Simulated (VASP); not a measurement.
TiC (relaxed from the CsCl type structure, space group Pm-3m): computed properties

Computed with r2SCAN meta-GGA, VASP's PBE PAW potentials (set 64) (plane waves; VASP).

| Property | Result |
|---|---|
| space group | Pm-3m (221) |
| cell | a = b = c = 2.7080 Å, α = β = γ = 90.00° |
| volume per atom | 9.93 Å³/atom |
| band gap (over mesh and band path) | none (metal, semimetal or under 0.01 eV) |
| density | 5.01 g/cm³ |

Space group Pm-3m (No. 221); a = b = c = 2.708 Å, α = β = γ = 90.00°

| atom | site | symmetry | x | y | z |
|---|---|---|---|---|---|
| Ti | 1a | m-3m | 0.0000 | 0.0000 | 0.0000 |
| C | 1b | m-3m | 0.5000 | 0.5000 | 0.5000 |

The structure was generated: TiC was put into the CsCl type type (Pm-3m), which need not be its known phase. It was relaxed first, which changed the volume by -31 %. Symmetry was kept, so distortions that lower it aren't found.
